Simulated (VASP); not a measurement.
```yaml
crystal:
  lattice:
    - [0.00000, 2.78581, 2.78581]
    - [2.78581, 0.00000, 2.78581]
    - [2.78581, 2.78581, 0.00000]
  atoms:
    - { symbol: Zn, position: [0.00000, 0.00000, 0.00000] }
    - { symbol: S, position: [0.25000, 0.25000, 0.25000] }
```

Calculation: vdW-DF2, VASP's PBE PAW potentials (set 64) (plane waves; VASP 6.6.1). Settings: 520 eV cut-off, Gaussian smearing of 0.050 eV, potentials Zn S.

**Question.** Give the energies of bands 2 to 12 at the high-symmetry points, in eV from the valence-band maximum.

**Answer.** 
| band | Γ | X | U | L | W |
|---|---|---|---|---|---|
| 2 | -6.16 | -6.10 | -6.05 | -6.07 | -6.02 |
| 3 | -6.16 | -5.90 | -5.94 | -6.07 | -5.95 |
| 4 | -6.16 | -5.90 | -5.86 | -5.76 | -5.82 |
| 5 | -5.79 | -5.73 | -5.76 | -5.76 | -5.81 |
| 6 | -5.79 | -5.61 | -5.51 | -5.62 | -5.48 |
| 7 | 0.00 | -4.23 | -4.20 | -4.67 | -4.17 |
| 8 | 0.00 | -1.86 | -2.64 | -0.72 | -2.34 |
| 9 | 0.00 | -1.86 | -1.51 | -0.72 | -2.27 |
| 10 | 1.55 | 3.65 | 4.17 | 3.02 | 5.47 |
| 11 | 6.49 | 3.98 | 5.70 | 7.01 | 5.75 |
| 12 | 6.49 | 10.26 | 9.14 | 7.01 | 7.66 |

The gap is direct, 1.55 eV, from the valence maximum at Γ to the conduction minimum at Γ.

Measured: gap 3.94 eV (computed value off by -2.39 eV), as given by Wei Chen et al., Physical Review Materials (2018), doi:10.1103/physrevmaterials.2.073803 [zero-point renormalisation of 0.1 eV added back (the table's ZPR column)].

The compound is ZnS in the zinc blende structure. It was relaxed first, which changed the volume by +9 %.
